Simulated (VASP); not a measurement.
MgH2:

```xyz
6
Lattice="4.5168 0.0000 0.0000 0.0000 4.5168 0.0000 0.0000 0.0000 3.0205" Properties=species:S:1:pos:R:3 pbc="T T T"
Mg    0.0000    0.0000    0.0000
Mg    2.2584    2.2584    1.5103
H     1.3821    1.3821    0.0000
H     0.8763    3.6405    1.5103
H     3.1347    3.1347    0.0000
H     3.6405    0.8763    1.5103
```

| Item | Value |
| --- | --- |
| Program | VASP 6.6.1 |
| Task | relaxation of cell and atoms |
| Functional | LDA |
| Potentials or basis | VASP PAW LDA potentials, release 64 (Mg, H) |
| Cutoff | 600 eV |
| k mesh | 6 × 6 × 10 |
| Occupations | gaussian, width 0.03 eV |
| Spin | no spin polarisation |

At the start: pressure -3.1 GPa; volume 10.27 Å³/atom.

Task: How do energy, volume and symmetry change on relaxing?

Result: Over 6 steps the energy falls by 6.5 meV/atom and the volume is 9.65 Å³/atom (-6.1 %); space group P4_2/mnm (No. 136, to 0.05 Å).

Step by step:
| step | energy change (eV) | largest force (eV/Å) | pressure (GPa) | volume (Å³) |
| --- | --- | --- | --- | --- |
| 1 | 0.0000 | 0.0523 | -3.13 | 61.62 |
| 2 | -0.0274 | 0.0508 | -1.70 | 59.85 |
| 3 | -0.0376 | 0.0491 | -0.12 | 58.14 |
| 4 | -0.0377 | 0.0489 | 0.02 | 58.00 |
| 5 | -0.0387 | 0.0244 | 0.01 | 57.95 |
| 6 | -0.0392 | 0.0078 | 0.01 | 57.88 |

Final structure:
```yaml
crystal:
  lattice:
    - [4.41717, 0.00000, 0.00000]
    - [0.00000, 4.41717, 0.00000]
    - [0.00000, 0.00000, 2.96623]
  atoms:
    - { symbol: Mg, position: [0.00000, 0.00000, 0.00000] }
    - { symbol: Mg, position: [0.50000, 0.50000, 0.50000] }
    - { symbol: H, position: [0.30409, 0.30409, 0.00000] }
    - { symbol: H, position: [0.19591, 0.80409, 0.50000] }
    - { symbol: H, position: [0.69591, 0.69591, 0.00000] }
    - { symbol: H, position: [0.80409, 0.19591, 0.50000] }
```
